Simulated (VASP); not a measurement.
An input for Ansatz (written as the equivalent of a VASP run, and not itself run):

Ansatz 0.2 input:
```yaml
crystal:
  lattice:
    - [3.1855380, -2.0078850, 0.0000000]
    - [3.1855380, 2.0078850, 0.0000000]
    - [0.0000000, 0.0000000, 8.1999020]
  atoms:
    - { symbol: Cl, position: [0.8854800, 0.1145200, 0.6047500] }
    - { symbol: Cl, position: [0.1145200, 0.8854800, 0.3952500] }
    - { symbol: Cl, position: [0.6145200, 0.3854800, 0.1047500] }
    - { symbol: Cl, position: [0.3854800, 0.6145200, 0.8952500] }
kpoints:
  mp_grid: { grid: [10, 10, 4], shift: [0.5, 0.5, 0.5] }
hamiltonian:
  xc: pbe
  pseudopotentials: { kind: paw }
scf:
  occupations: { method: gaussian, width: 0.01 }
  max_iter: 100
output: { forces: true, stress: true, eigenvalues: true }
```

Q: Write the VASP files for the same calculation (PBE).

A: One answer among several that fit: 
**POSCAR**
```
Cl2
1
    3.1855380000    -2.0078850000     0.0000000000
    3.1855380000     2.0078850000     0.0000000000
    0.0000000000     0.0000000000     8.1999020000
Cl
4
Direct
  0.8854800000   0.1145200000   0.6047500000
  0.1145200000   0.8854800000   0.3952500000
  0.6145200000   0.3854800000   0.1047500000
  0.3854800000   0.6145200000   0.8952500000
```

### INCAR
```
# general
SYSTEM  =  Cl2
PREC    =  Accurate
ENCUT   =  300
LREAL   =  F
LASPH   =  T

# electronic loop
EDIFF   =  1E-6
NELM    =  100
ALGO    =  Normal

# smearing
ISMEAR  =  0
SIGMA   =  0.01

# functional
GGA     =  PE

# ions
ISIF    =  2

# output
LWAVE   =  F
LCHARG  =  F
```

KPOINTS:
```
kpoints
0
G
 10 10 4
0.5 0.5 0.5
```

POTCAR, in this order: Cl (PBE.64 set). Program: vasp_std.

Limits of the translation: each code has its own PAW files, so the cut-off isn't converted (ENCUT is set for VASP's; basis.ecutwfc is left out, and Ansatz then takes the one that its files recommend); Ansatz stops its SCF on the density residual and VASP on the energy change (EDIFF).

The structure comes from a computed database's Cl2 entry; how it stands against other phases isn't given here. The cell was not relaxed at this level. The run is one of a series of settings (KPOINTS 10×10×4 Γ-centred mesh shifted by (0.5, 0.5, 0.5) against the base run), some of them coarse on purpose.
